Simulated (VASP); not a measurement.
Level of theory: LDA (Ceperley-Alder, Perdew-Zunger), VASP's LDA PAW potentials (set 64) (plane waves; VASP).

Input for VASP

**POSCAR**
```
TiAl
1
    2.7701170852     0.0000000000     0.0000000000
    0.0000000000     2.7701170852    -0.0000000000
    0.0000000000     0.0000000000     3.9857618743
Ti Al
1 1
Direct
  0.0000000000   0.0000000000   0.0000000000
  0.5000000000   0.5000000000   0.5000000000
```

INCAR:
```
ALGO=Normal
EDIFF=1E-6
EDIFFG=-0.01
ENCUT=400
IBRION=2
ISIF=3
ISMEAR=1
LASPH=.True.
LCHARG=.False.
LMAXMIX=4
LREAL=.False.
LWAVE=.False.
NELM=100
NSW=60
PREC=Accurate
SIGMA=0.1
SYSTEM=TiAl
```

### KPOINTS
```
Automatic mesh
0
Gamma
12 12 8
0 0 0
```

POTCAR, in this order: Ti_sv Al (LDA.64 set). Program: vasp_std.

Output of the run:

**OSZICAR**
```
       N       E                     dE             d eps       ncg     rms          rms(c)
DAV:   1     0.767619461468E+02    0.76762E+02   -0.65355E+03  3080   0.117E+03
DAV:   2    -0.102768683366E+02   -0.87039E+02   -0.84514E+02  3122   0.303E+02
DAV:   3    -0.149533945389E+02   -0.46765E+01   -0.44635E+01  4703   0.702E+01
DAV:   4    -0.150992456866E+02   -0.14585E+00   -0.14433E+00  3832   0.106E+01
DAV:   5    -0.151057114031E+02   -0.64657E-02   -0.64610E-02  4487   0.196E+00    0.100E+01
DAV:   6    -0.137324267559E+02    0.13733E+01   -0.11195E+01  3798   0.373E+01    0.324E+00
DAV:   7    -0.136036319683E+02    0.12879E+00   -0.98482E-01  3536   0.110E+01    0.200E+00
DAV:   8    -0.135844381709E+02    0.19194E-01   -0.12585E-01  3527   0.374E+00    0.453E-01
DAV:   9    -0.135832179773E+02    0.12202E-02   -0.23218E-02  3772   0.206E+00    0.218E-01
DAV:  10    -0.135832034171E+02    0.14560E-04   -0.14208E-03  3748   0.393E-01    0.530E-02
DAV:  11    -0.135831977721E+02    0.56450E-05   -0.33695E-04  4197   0.211E-01    0.381E-02
DAV:  12    -0.135831968957E+02    0.87635E-06   -0.23607E-05  3560   0.559E-02    0.112E-02
DAV:  13    -0.135831962896E+02    0.60613E-06   -0.83960E-07  2191   0.110E-02
   1 F= -.13583196E+02 E0= -.13583335E+02  d E =-.135832E+02
       N       E                     dE             d eps       ncg     rms          rms(c)
DAV:   1    -0.135837528670E+02   -0.55597E-03   -0.11882E-02  3783   0.174E+00    0.208E-01
DAV:   2    -0.135832622999E+02    0.49057E-03   -0.41406E-03  3723   0.831E-01    0.508E-02
DAV:   3    -0.135831871979E+02    0.75102E-04   -0.44639E-04  3651   0.207E-01    0.174E-02
DAV:   4    -0.135831910247E+02   -0.38268E-05   -0.76905E-05  3722   0.715E-02    0.120E-02
DAV:   5    -0.135831983487E+02   -0.73240E-05   -0.96012E-06  4110   0.219E-02    0.658E-03
DAV:   6    -0.135832019974E+02   -0.36487E-05   -0.10572E-05  4440   0.164E-02    0.311E-03
DAV:   7    -0.135832020922E+02   -0.94827E-07   -0.31211E-07  1636   0.586E-03
   2 F= -.13583202E+02 E0= -.13583333E+02  d E =-.580260E-05
       N       E                     dE             d eps       ncg     rms          rms(c)
DAV:   1    -0.135832850844E+02   -0.83087E-04   -0.16383E-03  3768   0.647E-01    0.783E-02
DAV:   2    -0.135832164066E+02    0.68678E-04   -0.58396E-04  3737   0.311E-01    0.192E-02
DAV:   3    -0.135832054665E+02    0.10940E-04   -0.64219E-05  3635   0.788E-02    0.658E-03
DAV:   4    -0.135832058940E+02   -0.42756E-06   -0.10629E-05  3555   0.266E-02    0.438E-03
DAV:   5    -0.135832068837E+02   -0.98968E-06   -0.11892E-06  2331   0.824E-03
   3 F= -.13583207E+02 E0= -.13583340E+02  d E =-.105941E-04
```

### OUTCAR
```
------------------------ aborting loop because EDIFF is reached ----------------------------------------
  FORCE on cell =-STRESS in cart. coord.  units (eV):
  Direction    XX          YY          ZZ          XY          YZ          ZX
  --------------------------------------------------------------------------------------
  Total        0.0071099      0.0071099      0.0175569      0.0000000      0.0000000      0.0000000
  in kB        0.3728178      0.3728178      0.9206276      0.0000000      0.0000000      0.0000000
  external PRESSURE =       0.5554211 kB  Pullay stress =       0.0000000 kB
  volume of cell :       30.55
      direct lattice vectors                 reciprocal lattice vectors
     2.768943027  0.000000000  0.000000000     0.361148637  0.000000000  0.000000000
     0.000000000  2.768943027  0.000000000     0.000000000  0.361148637  0.000000000
     0.000000000  0.000000000  3.985172436     0.000000000  0.000000000  0.250930171
 POSITION                                       TOTAL-FORCE (eV/Angst)
 -----------------------------------------------------------------------------------
      0.00000      0.00000      0.00000         0.000000      0.000000      0.000000
      1.38447      1.38447      1.99259         0.000000      0.000000      0.000000
 -----------------------------------------------------------------------------------
    total drift:                                0.000000     -0.000000     -0.000000
  FREE ENERGIE OF THE ION-ELECTRON SYSTEM (eV)
  ---------------------------------------------------
  free  energy   TOTEN  =       -13.5832068837 eV

  energy  without entropy=      -13.5836073072  energy(sigma->0) =      -13.58334036

 reached required accuracy - stopping structural energy minimisation
```
(Selected blocks of OUTCAR.)

### CONTCAR
```
TiAl
   1.00000000000000
     2.7689430266952826    0.0000000000000000    0.0000000000000000
     0.0000000000000000    2.7689430266952826    0.0000000000000000
     0.0000000000000000    0.0000000000000000    3.9851724358978742
  Ti              Al
     1     1
Direct
     0.0000000000000000    0.0000000000000000    0.0000000000000000
     0.5000000000000000    0.5000000000000000    0.5000000000000000
```

The compound is TiAl in the L1_0 structure. This run relaxes it. Symmetry was kept, so distortions that lower it aren't found. The start is the result of an earlier pass. The electron count is odd and the run is not spin-polarised, which forces a metal.
